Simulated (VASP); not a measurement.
All values below come from LDA (Ceperley-Alder, Perdew-Zunger), VASP's LDA PAW potentials (set 64) (plane waves; VASP).

VASP ran on this input.

**INCAR**
```
SYSTEM  =  Au
PREC  =  Accurate; ENCUT  =  400; LREAL  =  F
LASPH  =  T
EDIFF  =  1E-6; NELM  =  100; ALGO  =  Normal
LMAXMIX  =  6
ISMEAR  =  1; SIGMA  =  0.1
IBRION  =  2; NSW  =  60; ISIF  =  3
EDIFFG  =  -0.01
LWAVE  =  F; LCHARG  =  F
```

KPOINTS:
```
Automatic mesh
0
Gamma
14 14 14
0 0 0
```

POSCAR:
```
Au
1
    0.0000000000     2.0260051963     2.0260051963
    2.0260051963     0.0000000000     2.0260051963
    2.0260051963     2.0260051963     0.0000000000
Au
1
Direct
  0.0000000000   0.0000000000   0.0000000000
```

POTCAR, in this order: Au (LDA.64 set). Program: vasp_std.

What VASP printed:

**OUTCAR**
```
 ion  position               nearest neighbor table
   1  0.000  0.000  0.000-
  LATTYP: Found a face centered cubic cell.
 ALAT       =     4.0520103926
 Subroutine PRICEL returns:
 Original cell was already a primitive cell.
 Subroutine GETGRP returns: Found 48 space group operations
The static configuration has the point symmetry O_h .
The dynamic configuration has the point symmetry O_h .
 Subroutine INISYM returns: Found 48 space group operations
 Subroutine IBZKPT returns following result:
 Found    104 irreducible k-points:

 Following reciprocal coordinates:
            Coordinates               Weight
  0.000000  0.000000  0.000000      1.000000
  0.071429  0.000000  0.000000      8.000000
  0.142857  0.000000  0.000000      8.000000
  0.214286  0.000000  0.000000      8.000000
  0.285714  0.000000  0.000000      8.000000
  0.357143  0.000000  0.000000      8.000000
  0.428571  0.000000  0.000000      8.000000
  0.500000  0.000000  0.000000      4.000000
  0.071429  0.071429  0.000000      6.000000
  0.142857  0.071429  0.000000     24.000000
...
```

### OSZICAR
```
       N       E                     dE             d eps       ncg     rms          rms(c)
DAV:   1     0.298933411532E+02    0.29893E+02   -0.50743E+03  2233   0.872E+02
DAV:   2    -0.451288834486E+01   -0.34406E+02   -0.32162E+02  1945   0.170E+02
DAV:   3    -0.476882113275E+01   -0.25593E+00   -0.25574E+00  2213   0.149E+01
DAV:   4    -0.476947598016E+01   -0.65485E-03   -0.65483E-03  2091   0.788E-01
DAV:   5    -0.476947996815E+01   -0.39880E-05   -0.39888E-05  2171   0.607E-02    0.104E+01
DAV:   6    -0.447093684205E+01    0.29854E+00   -0.96537E-01  1907   0.948E+00    0.638E+00
DAV:   7    -0.444643895269E+01    0.24498E-01   -0.85256E-02  1997   0.272E+00    0.290E+00
DAV:   8    -0.444298568654E+01    0.34533E-02   -0.21775E-03  2015   0.574E-01    0.248E-01
DAV:   9    -0.444298419543E+01    0.14911E-05   -0.66575E-06  2084   0.299E-02    0.716E-03
DAV:  10    -0.444298540632E+01   -0.12109E-05   -0.85023E-07  1751   0.879E-03    0.519E-04
DAV:  11    -0.444298541433E+01   -0.80079E-08   -0.19475E-08   961   0.156E-03
   1 F= -.44429854E+01 E0= -.44431020E+01  d E =-.444299E+01
```

File OUTCAR:
```
------------------------ aborting loop because EDIFF is reached ----------------------------------------
  FORCE on cell =-STRESS in cart. coord.  units (eV):
  Direction    XX          YY          ZZ          XY          YZ          ZX
  --------------------------------------------------------------------------------------
  Total       -0.0094715     -0.0094715     -0.0094715      0.0000000     -0.0000000     -0.0000000
  in kB       -0.9123797     -0.9123797     -0.9123797      0.0000000     -0.0000000     -0.0000000
  external PRESSURE =      -0.9123797 kB  Pullay stress =       0.0000000 kB
  volume of cell :       16.63
      direct lattice vectors                 reciprocal lattice vectors
     0.000000000  2.026005196  2.026005196    -0.246791075  0.246791075  0.246791075
     2.026005196  0.000000000  2.026005196     0.246791075 -0.246791075  0.246791075
     2.026005196  2.026005196  0.000000000     0.246791075  0.246791075 -0.246791075
 POSITION                                       TOTAL-FORCE (eV/Angst)
 -----------------------------------------------------------------------------------
      0.00000      0.00000      0.00000         0.000000      0.000000      0.000000
 -----------------------------------------------------------------------------------
    total drift:                                0.000000      0.000000      0.000000
  FREE ENERGIE OF THE ION-ELECTRON SYSTEM (eV)
  ---------------------------------------------------
  free  energy   TOTEN  =        -4.4429854143 eV

  energy  without entropy=       -4.4433350583  energy(sigma->0) =       -4.44310196

 reached required accuracy - stopping structural energy minimisation
```
(Selected blocks of OUTCAR.)

The compound is Au in the fcc structure. It was relaxed first. The start is the result of an earlier pass.
